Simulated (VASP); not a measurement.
Here is a VASP 6.6.1 calculation.

Contents of INCAR:

```
PREC = Accurate
ENCUT = 520
EDIFF = 1E-6
ISMEAR = -1
SIGMA = 0.05
LREAL = False
LASPH = True
NELM = 100
ALGO = Normal
ISIF = 2
LWAVE = False
LCHARG = False
GGA = PE
NBANDS = 35
```

KPOINTS

```
regular mesh
0
Gamma
  3 3 3
```

The input POSCAR:

```
Be3Si4
1.0
    5.5841950000     -0.4094060000      0.7948710000
   -0.8999810000      5.3364860000      1.0636790000
   -0.2787510000     -0.8798350000      5.6984850000
Be Si
6 8
Direct
    0.7464322107      0.7469138026      0.4253788780
    0.3773284664      0.7647219999      0.6083546438
    0.6321742667      0.5744285752      0.7714970551
    0.7105098052      0.9770371764      0.7255522185
    0.8380250672      0.4621503305      0.1687774163
    0.3643516644      0.4281864705      0.2872099288
    0.5679063960      0.1201687001      0.4016972498
    0.2995797829      0.2735234732      0.6707455655
    0.5166230694      0.2018792960      0.9919728729
    0.0032843556      0.9323027952      0.9735702482
    0.0264238912      0.5359600098      0.7972324237
    0.9951269555      0.1549327459      0.3968647340
    0.5545845290      0.7877730664      0.0955812244
    0.1447360756      0.7350345639      0.2978261171
```

Potentials or basis: VASP PAW PBE potentials, release 64 (Be, Si).

Command:

```sh
$ cat potpaw_PBE.64/Be/POTCAR potpaw_PBE.64/Si/POTCAR > POTCAR
$ mpirun -np 1 vasp_std > vasp.out
```

Q: What does it give for the pressure?

A: 6.0 GPa.

Q: Predict the largest force.

A: 1.262 eV/Å.

Q: What does it give for the band gap on the k mesh?

A: None (metal or under the smearing width).

Stress tensor (GPa, compression positive):
```
 7.39  0.83  0.56
 0.83  3.38 -3.10
 0.56 -3.10  7.13
```

Caveat: the k mesh is coarse (spacing up to 0.39 Å⁻¹), so the values aren't converged.
